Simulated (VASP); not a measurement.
# Mg (Magnesium): how cutoff and mesh change the relaxed cell

Aim: test the relaxed volume of Mg (Magnesium) against cutoff and mesh. The starting structure is a measured crystal structure from the Crystallography Open Database.

Program: VASP 6.6.1. Level of theory: Kohn-Sham DFT with plane waves and PAW; PBEsol. Results are calculated unless marked as measured.

### Step 1. Starting point

The structure is hexagonal, space group P6_3/mmc (No. 194). Conventional cell: a = 3.209 Å, b = 3.209 Å, c = 5.210 Å, α = 90.00°, β = 90.00°, γ = 120.00°. Mg has 12 Mg at 3.20 to 3.21 Å nearest.

### Step 2. Reference relaxation

INCAR

```
SYSTEM = Mg
PREC = Accurate
ENCUT = 450
EDIFF = 1E-06
NELM = 100
ISMEAR = 1
SIGMA = 0.1
LREAL = .FALSE.
ALGO = Normal
GGA = PS
LORBIT = 11
LWAVE = .FALSE.
LCHARG = .FALSE.
KPAR = 2
IBRION = 2
NSW = 50
ISIF = 3
EDIFFG = -0.01
```

POSCAR

```
Mg
1.0
    3.2093000000      0.0000000000      0.0000000000
   -1.6046500000      2.7793353284      0.0000000000
    0.0000000000      0.0000000000      5.2103000000
Mg
2
Direct
    0.6666666667      0.3333333333      0.7500000000
    0.3333333333      0.6666666667      0.2500000000
```

KPOINTS

```
Automatic mesh
0
Gamma
10 10 6
0 0 0
```

PAW data sets: Mg (PBE family, release 64).

Started as:

```
$ mpirun -np 2 vasp_std
```

Log:

```text
[banner, memory and clock lines left out]
running    2 mpi-ranks, on    1 nodes
 distrk:  each k-point on    1 cores,    2 groups
 distr:  one band on    1 cores,    1 groups

 POSCAR found type information on POSCAR Mg
 POSCAR found :  1 types and       2 ions
|                                                                             |
|               ----> ADVICE to this user running VASP <----                  |
|                                                                             |
|     You enforced a specific xc type in the INCAR file but a different       |
|     [... a line on the potential file left out ...]
|     I HOPE YOU KNOW WHAT YOU ARE DOING!                                     |
|                                                                             |

 LDA part: xc-table for (Slater+PW92), standard interpolation
 POSCAR, INCAR and KPOINTS ok, starting setup
 FFT: planning ... GRIDC
 FFT: planning ... GRID_SOFT
 FFT: planning ... GRID
 WAVECAR not read
 entering main loop
       N       E                     dE             d eps       ncg     rms          rms(c)
DAV:   1    -0.510434740146E+00   -0.51043E+00   -0.11538E+03   672   0.417E+02
DAV:   2    -0.343156141540E+01   -0.29211E+01   -0.26847E+01   876   0.274E+01
DAV:   3    -0.345648941649E+01   -0.24928E-01   -0.24893E-01   978   0.323E+00
DAV:   4    -0.345654387474E+01   -0.54458E-04   -0.54457E-04   954   0.135E-01
DAV:   5    -0.345654408891E+01   -0.21417E-06   -0.21415E-06   924   0.611E-03    0.948E-01
DAV:   6    -0.344620555150E+01    0.10339E-01   -0.66249E-04   894   0.234E-01    0.604E-01
DAV:   7    -0.343676709275E+01    0.94385E-02   -0.27159E-03   738   0.425E-01    0.315E-02
DAV:   8    -0.343677243349E+01   -0.53407E-05   -0.15664E-05  1080   0.346E-02    0.620E-03
DAV:   9    -0.343677204321E+01    0.39028E-06   -0.87437E-07   726   0.581E-03
   1 F= -.34367720E+01 E0= -.34363705E+01  d E =-.343677E+01
[...]
2 F= -.34419872E+01 E0= -.34415655E+01  d E =-.521516E-02
[...]
3 F= -.34426017E+01 E0= -.34421424E+01  d E =-.582968E-02
[...]
4 F= -.34426030E+01 E0= -.34421418E+01  d E =-.583095E-02
[...]
5 F= -.34427333E+01 E0= -.34422499E+01  d E =-.130261E-03
 trial-energy change:   -0.000130  1 .order   -0.000131   -0.000217   -0.000045
 step:   1.3812(harm=  1.3812)  dis= 0.00000  next Energy=    -3.442740 (dE=-0.137E-03)
 bond charge predicted
       N       E                     dE             d eps       ncg     rms          rms(c)
DAV:   1    -0.344273946467E+01   -0.62189E-05   -0.41858E-05   930   0.357E-02    0.235E-03
DAV:   2    -0.344273932537E+01    0.13930E-06   -0.19320E-07   558   0.322E-03
   6 F= -.34427393E+01 E0= -.34422523E+01  d E =-.136333E-03
 curvature:  -0.71 expect dE=-0.244E-05 dE for cont linesearch -0.146E-07
 trial: gam=-0.01748 g(F)=  0.101E-51 g(S)=  0.343E-05 ort = 0.205E-05 (trialstep = 0.115E+01)
 search vector abs. value=  0.342E-05
 reached required accuracy - stopping structural energy minimisation
```

The job ended after 6.6 s (2 MPI ranks of Intel Xeon 6975P-C (Granite Rapids), shared host; peak memory 0.28 GiB).

The logs omit lines about the potential files and the build; timing stands in the text.

From OUTCAR (step 2):

```text
ion  position               nearest neighbor table
   1  0.667  0.333  0.750-   2 3.20   2 3.20   2 3.20   2 3.20   2 3.20   2 3.20
   2  0.333  0.667  0.250-   1 3.20   1 3.20   1 3.20   1 3.20   1 3.20   1 3.20

  LATTYP: Found a hexagonal cell.
 ALAT       =     3.2093000000
 C/A-ratio  =     1.6235004518

 Subroutine GETGRP returns: Found 24 space group operations
 (whereof 12 operations were pure point group operations)

The static configuration has the point symmetry D_3d.
 The point group associated with its full space group is D_6h.

 Found     56 irreducible k-points:

   k-points           NKPTS =     56   k-points in BZ     NKDIM =     56   number of bands    NBANDS=      6

   dimension x,y,z NGX =    24 NGY =   24 NGZ =   36
   dimension x,y,z NGXF=    48 NGYF=   48 NGZF=   72

   ENCUT  =  450.0 eV  33.07 Ry    5.75 a.u.   5.55  5.55  9.01*2*pi/ulx,y,z

   NELECT =       4.0000    total number of electrons

 k-points in reciprocal lattice and weights: Automatic mesh
   0.00000000  0.00000000  0.00000000       0.002
   0.10000000  0.00000000  0.00000000       0.010
   0.20000000  0.00000000  0.00000000       0.010
   0.30000000  0.00000000  0.00000000       0.010
   0.40000000  0.00000000  0.00000000       0.010
   0.50000000  0.00000000  0.00000000       0.005
   0.10000000  0.10000000  0.00000000       0.010
   0.20000000  0.10000000  0.00000000       0.020
   0.30000000  0.10000000  0.00000000       0.020
[...]
0.40000000  0.20000000  0.50000000       0.010
   0.30000000  0.30000000  0.50000000       0.010

 average (electrostatic) potential at core
       1 -38.8071       2 -38.8071

 E-fermi :   2.8142

 k-point     1 :       0.0000    0.0000    0.0000
  band No.  band energies     occupation
      1      -4.3219      2.00000
      2       0.8898      2.00000
      3       1.3043      2.00000
      4      13.8670      0.00000
      5      13.8670      0.00000
      6      14.0546      0.00000

 k-point     2 :       0.1000    0.0000    0.0000
  band No.  band energies     occupation
      1      -4.1209      2.00000
      2       1.0735      2.00000
      3       1.4995      2.00000
      4      11.0499      0.00000
      5      12.4600      0.00000
      6      13.2146      0.00000

 k-point     3 :       0.2000    0.0000    0.0000
  band No.  band energies     occupation
      1      -3.5204      2.00000
      2       1.6248      2.00000
      3       2.0735      2.00000
      4       8.0256      0.00000
      5      11.2908      0.00000
      6      11.6554      0.00000

  Total        0.0078655      0.0078655      0.0042962      0.0000000      0.0000000      0.0000000
  in kB        0.2791955      0.2791955      0.1524975      0.0000000      0.0000000      0.0000000
  external PRESSURE =       0.2369628 kB  Pullay stress =       0.0000000 kB

  energy-cutoff  :      450.00
  volume of cell :       45.14
      direct lattice vectors                 reciprocal lattice vectors
     3.162266215 -0.000000000 -0.000000000     0.316228911  0.182574847 -0.000000000
    -1.581133108  2.738602876  0.000000000     0.000000000  0.365149693 -0.000000000
     0.000000000  0.000000000  5.211956301    -0.000000000 -0.000000000  0.191866536

 POSITION                                       TOTAL-FORCE (eV/Angst)
 -----------------------------------------------------------------------------------
      1.58113      0.91287      3.90897        -0.000000      0.000000      0.000000
     -0.00000      1.82574      1.30299         0.000000     -0.000000     -0.000000
 -----------------------------------------------------------------------------------
    total drift:                                0.000000     -0.000000      0.000000

  FREE ENERGIE OF THE ION-ELECTRON SYSTEM (eV)
  ---------------------------------------------------
  free  energy   TOTEN  =        -3.4427393254 eV

  energy  without entropy=       -3.4412781759  energy(sigma->0) =       -3.44225228

 reached required accuracy - stopping structural energy minimisation

 total charge
# of ion       s       p       d       tot
------------------------------------------
    1        0.212   0.127   0.012   0.351
    2        0.212   0.127   0.012   0.351
--------------------------------------------------
tot          0.424   0.255   0.024   0.703

[... 3 further parts left out ...]
```

CONTCAR:

```
Mg
   1.00000000000000
     3.1622662152000425   -0.0000000000000000   -0.0000000000000000
    -1.5811331076000212    2.7386028759255865    0.0000000000000000
     0.0000000000000000    0.0000000000000000    5.2119563010913046
  Mg
     2
Direct
     0.6666666667000030    0.3333333332999970    0.7500000000000000
     0.3333333332999970    0.6666666667000030    0.2500000000000000
```

The run shows no gap at this level; if that holds and bands cross the Fermi level widely, this k-mesh is coarse for it. The PAW data sets were made with PBE, which is usual practice but a small mismatch for other functionals. The run keeps the 24 symmetry operations of its start, so it cannot find a distortion of lower symmetry.

The reference relaxation ends at 22.568 Å³ an atom.

### Step 3. Relaxation with a cutoff of 200 eV

Against step 2 the input has ENCUT = 200.

INCAR, as its differences from that of step 2:

```diff
@@ -2,3 +2,3 @@
 PREC = Accurate
-ENCUT = 450
+ENCUT = 200
 EDIFF = 1E-06
```

POSCAR is that of step 2.

KPOINTS is that of step 2.

Started as:

```
$ mpirun -np 2 vasp_std
```

Log:

```text
[banner, memory and clock lines left out]
running    2 mpi-ranks, on    1 nodes
[...]
[... a notice as in an earlier step ...]

 LDA part: xc-table for (Slater+PW92), standard interpolation
 POSCAR, INCAR and KPOINTS ok, starting setup
[...]
entering main loop
       N       E                     dE             d eps       ncg     rms          rms(c)
DAV:   1    -0.196108566334E+01   -0.19611E+01   -0.79091E+02   684   0.225E+02
DAV:   2    -0.344339930234E+01   -0.14823E+01   -0.14215E+01   936   0.175E+01
DAV:   3    -0.345092064473E+01   -0.75213E-02   -0.75178E-02   954   0.173E+00
DAV:   4    -0.345093209427E+01   -0.11450E-04   -0.11450E-04   948   0.590E-02
DAV:   5    -0.345093211431E+01   -0.20045E-07   -0.19922E-07   930   0.159E-03    0.946E-01
DAV:   6    -0.344126661892E+01    0.96655E-02   -0.51676E-04   846   0.152E-01    0.603E-01
DAV:   7    -0.343198423019E+01    0.92824E-02   -0.23634E-03   732   0.308E-01    0.316E-02
DAV:   8    -0.343199134078E+01   -0.71106E-05   -0.14541E-05  1008   0.270E-02    0.613E-03
DAV:   9    -0.343199046242E+01    0.87836E-06   -0.10035E-06   750   0.604E-03
   1 F= -.34319905E+01 E0= -.34315819E+01  d E =-.343199E+01
[... from here on, the cycles between the ionic steps are left out ...]
   2 F= -.34370555E+01 E0= -.34366328E+01  d E =-.506500E-02
   3 F= -.34376629E+01 E0= -.34372034E+01  d E =-.567247E-02
   4 F= -.34376643E+01 E0= -.34372030E+01  d E =-.567382E-02
   5 F= -.34377962E+01 E0= -.34373127E+01  d E =-.131883E-03
   6 F= -.34378022E+01 E0= -.34373150E+01  d E =-.137944E-03
[...]
reached required accuracy - stopping structural energy minimisation
```

It took 2.2 s on 2 MPI ranks; peak memory 0.21 GiB; 3.5 s of CPU time.

Parts of OUTCAR (step 3):

```text
  Total        0.0078847      0.0078847      0.0042566      0.0000000     -0.0000000      0.0000000
  in kB        0.2797254      0.2797254      0.1510122      0.0000000     -0.0000000      0.0000000
  external PRESSURE =       0.2368210 kB  Pullay stress =       0.0000000 kB

 POSITION                                       TOTAL-FORCE (eV/Angst)
 -----------------------------------------------------------------------------------
      1.58141      0.91303      3.90972        -0.000000      0.000000      0.000000
     -0.00000      1.82605      1.30324         0.000000     -0.000000      0.000000
 -----------------------------------------------------------------------------------
    total drift:                                0.000000     -0.000000      0.000000

  FREE ENERGIE OF THE ION-ELECTRON SYSTEM (eV)
  ---------------------------------------------------
  free  energy   TOTEN  =        -3.4378022286 eV

  energy  without entropy=       -3.4363406299  energy(sigma->0) =       -3.43731503

[... 2 parts as in an earlier step ...]

[... 2 further parts left out ...]
[key lines of the parts left out:]
E-fermi :   2.8154
```

With a cutoff of 200 eV the cell ends at 22.580 Å³ an atom, +0.05 % from the reference.

### Step 4. Relaxation with a 6×6×3 mesh

Against step 2 the input has a 6×6×3 mesh. This run starts from the cell of an earlier relaxation, which isn't shown; the restart sets up the plane waves anew.

INCAR, as its differences from that of step 3:

```diff
@@ -2,3 +2,3 @@
 PREC = Accurate
-ENCUT = 200
+ENCUT = 450
 EDIFF = 1E-06
```

POSCAR

```
Mg
1.0
    3.1709282176      0.0000000000      0.0000000000
   -1.5854641088      2.7461043901      0.0000000000
    0.0000000000      0.0000000000      5.1704424635
Mg
2
Direct
    0.6666666667      0.3333333333      0.7500000000
    0.3333333333      0.6666666667      0.2500000000
```

KPOINTS

```
Automatic mesh
0
Gamma
6 6 3
0 0 0
```

Started as:

```
$ mpirun -np 2 vasp_std
```

Log:

```text
[... set-up lines as in an earlier step ...]
 entering main loop
       N       E                     dE             d eps       ncg     rms          rms(c)
DAV:   1    -0.111130473710E+01   -0.11113E+01   -0.11478E+03   168   0.423E+02
DAV:   2    -0.335112990705E+01   -0.22398E+01   -0.21118E+01   222   0.264E+01
DAV:   3    -0.336935277290E+01   -0.18223E-01   -0.18216E-01   228   0.296E+00
DAV:   4    -0.336943946974E+01   -0.86697E-04   -0.86697E-04   246   0.171E-01
DAV:   5    -0.336943984348E+01   -0.37373E-06   -0.37364E-06   246   0.101E-02    0.975E-01
DAV:   6    -0.335868930532E+01    0.10751E-01   -0.57297E-04   204   0.226E-01    0.621E-01
DAV:   7    -0.334893163708E+01    0.97577E-02   -0.23900E-03   192   0.409E-01    0.322E-02
DAV:   8    -0.334893588818E+01   -0.42511E-05   -0.13337E-05   264   0.315E-02    0.672E-03
DAV:   9    -0.334893556874E+01    0.31944E-06   -0.96249E-07   192   0.619E-03
   1 F= -.33489356E+01 E0= -.33476551E+01  d E =-.334894E+01
[...]
reached required accuracy - stopping structural energy minimisation
```

Elapsed: 1.4 s, on 2 MPI ranks; peak memory 0.25 GiB; 1.8 s of CPU time.

Parts of OUTCAR (step 4):

```text
  Total        0.0057663      0.0057663      0.0058051      0.0000000      0.0000000      0.0000000
  in kB        0.2051993      0.2051993      0.2065789      0.0000000      0.0000000      0.0000000
  external PRESSURE =       0.2056591 kB  Pullay stress =       0.0000000 kB

 POSITION                                       TOTAL-FORCE (eV/Angst)
 -----------------------------------------------------------------------------------
      1.58546      0.91537      3.87783         0.000000     -0.000000      0.000000
     -0.00000      1.83074      1.29261        -0.000000      0.000000      0.000000
 -----------------------------------------------------------------------------------
    total drift:                                0.000000     -0.000000      0.000000

  FREE ENERGIE OF THE ION-ELECTRON SYSTEM (eV)
  ---------------------------------------------------
  free  energy   TOTEN  =        -3.3489355687 eV

  energy  without entropy=       -3.3450942492  energy(sigma->0) =       -3.34765513

[... 1 part as in an earlier step ...]

[... 3 further parts left out ...]
[key lines of the parts left out:]
E-fermi :   2.6245
```

With a 6×6×3 mesh the cell ends at 22.511 Å³ an atom, -0.25 % from the reference, a by +0.3 % and c by -0.8 %.

(Continued in part 2 of 2.)

[Lines on the potential files, build, host, timing and source positions are cut from VASP's logs without a mark.]

[Logs are printed without paths, hosts, clocks, repeated set-up lines and the standing remarks that a program may print on its own settings, such as how far it seeks lower states.]

[Hosts, paths, dates, database ids (printed as entryN), source tags and the programs' standing remarks are cut or masked in the printed files.]
